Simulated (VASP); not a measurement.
Data:

```
CELL_PARAMETERS angstrom
      3.75070     0.00000     0.00000
      0.00000     3.75070     0.00000
      0.00000     0.00000     3.75070
ATOMIC_POSITIONS crystal
  Cu 0.00000 0.50000 0.50000
  Cu 0.50000 0.00000 0.50000
  Cu 0.50000 0.50000 0.00000
  Au 0.00000 0.00000 0.00000
```

Calculation: AM05 GGA, VASP's PBE PAW potentials (set 64) (plane waves; VASP). Numerical set-up: 520 eV cut-off, 8×8×8 Γ-centred mesh, first-order Methfessel-Paxton smearing of 0.10 eV, potentials Cu Au.

Unless said otherwise, spin-orbit coupling is left out, though it shifts the bands of the heavy elements here.

Q: Predict the energy per atom (σ→0), pressure, band gap (on the k-mesh) with the smallest direct gap where there is one.

A: 
| Property | Value |
|---|---|
| band gap (on the k-mesh) | none (metal, semimetal or under 0.01 eV) |
| energy per atom (σ→0) | -3.989 eV/atom |
| pressure | -4.42 GPa |

Only differences to runs with the same potentials and settings are physical.

The compound is Cu3Au in the L1_2 structure. This cell is one point of a volume scan, at 1.03 of the reference volume.
